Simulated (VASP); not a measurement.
An input for Quantum ESPRESSO's pw.x (written as the equivalent of a VASP run, and not itself run):

```
&CONTROL
  calculation = 'scf'
  pseudo_dir = './pseudo'
  outdir = './out'
  tprnfor = .true.
  tstress = .true.
/
&SYSTEM
  ibrav = 0
  nat = 2
  ntyp = 2
  ecutwfc = 98
  occupations = 'smearing'
  smearing = 'methfessel-paxton'
  degauss = 0.00735
  input_dft = 'pbe'
/
&ELECTRONS
  conv_thr = 7.3e-08
  electron_maxstep = 100
/
ATOMIC_SPECIES
  Al 26.982 Al.upf
  Ni 58.693 Ni.upf
CELL_PARAMETERS angstrom
     2.9478000    0.0000000    0.0000000
     0.0000000    2.9478000    0.0000000
     0.0000000    0.0000000    2.9478000
ATOMIC_POSITIONS crystal
  Al   0.5000000  0.5000000  0.5000000
  Ni   0.0000000  0.0000000  0.0000000
K_POINTS automatic
  11 11 11 0 0 0
HUBBARD {ortho-atomic}
U Ni-3d 3
```

**Question.** Translate this input to VASP (INCAR, KPOINTS, POSCAR, choice of POTCAR).

**Answer.** Several could match; the one computed here: 
File KPOINTS:
```
kpoints
0
Gamma
 11 11 11
0 0 0
```

**POSCAR**
```
NiAl
2.94780
  1.0000000000   0.0000000000   0.0000000000
  0.0000000000   1.0000000000   0.0000000000
  0.0000000000   0.0000000000   1.0000000000
Al Ni
1 1
Direct
  0.5000000000   0.5000000000   0.5000000000
  0.0000000000   0.0000000000   0.0000000000
```

INCAR:
```
GGA = PE
LDAUU = 0 3.0
LWAVE = .False.
LDAU = .True.
LORBIT = 10
LMAXMIX = 4   # l cut-off of mixed one-centre charges
ALGO = Normal
LCHARG = .False.
ISIF = 2   # forces and stress, cell fixed
LDAUPRINT = 1
LREAL = .False.
LDAUJ = 0 0
EDIFF = 1E-6
PREC = Accurate
LDAUTYPE = 2   # Dudarev
ENCUT = 400   # plane-wave cut-off (eV)
LDAUL = -1 2
ISMEAR = 1   # Methfessel-Paxton
LASPH = .True.
SYSTEM = NiAl
SIGMA = 0.1
NELM = 100   # most electronic steps
```

POTCAR, in this order: Al Ni (PBE.64 set). Program: vasp_std.

Limits of the translation: the potentials are each code's own (VASP's PAW set, PseudoDojo norm-conserving files in pw.x), so ENCUT and ecutwfc are chosen apart and not converted; conv_thr bounds pw.x's estimated SCF error, while EDIFF bounds the energy change between steps; the +U projectors differ (PAW spheres against orthogonalised atomic orbitals), so the same U acts differently.

The compound is NiAl in the CsCl type structure. The cell was not relaxed at this level. The run is one of a series of settings (LDAU = .TRUE., LDAUJ = 0 0, LDAUL = -1 2, LDAUTYPE = 2, LDAUU = 0 3.0 against the base run), some of them coarse on purpose.
